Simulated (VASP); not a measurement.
The input files of a VASP run:

### KPOINTS
```
Automatic mesh
0
Gamma
6 6 3
0 0 0
```

**INCAR**
```
SYSTEM = SiGe
NELM = 100
LREAL = .FALSE.   # projection in real space or not
EDIFFG = -0.02   # ionic stop
LMAXMIX = 4   # l cut-off of mixed one-centre charges
METAGGA = R2SCAN
SIGMA = 0.05   # width (eV)
EDIFF = 1E-6   # SCF stop (eV)
PREC = Accurate
LMIXTAU = .TRUE.
ENCUT = 400
LCHARG = .FALSE.
ISIF = 3   # ions, shape and volume
IBRION = 2   # conjugate gradients
ALGO = Normal
LWAVE = .FALSE.
ISMEAR = 0   # Gaussian
NSW = 60
LASPH = .TRUE.   # aspherical one-centre terms
```

### POSCAR
```
SiGe
1
    3.9003054221     0.0000000000     0.0000000000
   -1.9501527111     3.3777636899     0.0000000000
   -0.0000000000     0.0000000000     6.4318608652
Si Ge
2 2
Direct
  0.6666670000   0.3333330000   0.8746014851
  0.3333330000   0.6666670000   0.3746014851
  0.6666670000   0.3333330000   0.5003985149
  0.3333330000   0.6666670000   0.0003985149
```

POTCAR, in this order: Si Ge_d (PBE.64 set). Program: vasp_std.

### Question
Translate this r2SCAN calculation to Ansatz.

### Answer
One equivalent input (not run):
Ansatz 0.2 input:
```yaml
crystal:
  lattice:
    - [3.9003054, 0.0000000, 0.0000000]
    - [-1.9501527, 3.3777637, 0.0000000]
    - [0.0000000, 0.0000000, 6.4318609]
  atoms:
    - { symbol: Si, position: [0.6666670, 0.3333330, 0.8746015] }
    - { symbol: Si, position: [0.3333330, 0.6666670, 0.3746015] }
    - { symbol: Ge, position: [0.6666670, 0.3333330, 0.5003985] }
    - { symbol: Ge, position: [0.3333330, 0.6666670, 0.0003985] }
kpoints:
  mp_grid: { grid: [6, 6, 3] }
hamiltonian:
  xc: r2scan
  pseudopotentials: { kind: paw }
scf:
  occupations: { method: gaussian, width: 0.05 }
  max_iter: 100
relax:
  max_steps: 60
  f_tol: 0.02
  cell: {}
output: { forces: true, stress: true, eigenvalues: true }
```
The two are equivalent in intent, not identical: each code has its own PAW files, so the cut-off isn't converted (ENCUT is set for VASP's; basis.ecutwfc is left out, and Ansatz then takes the one that its files recommend); Ansatz stops its SCF on the density residual and VASP on the energy change (EDIFF).

The structure comes from a computed database's SiGe entry (P6_3mc); how it stands against other phases isn't given here. This run relaxes it. Symmetry was kept, so distortions that lower it aren't found. The start is the result of an earlier pass.
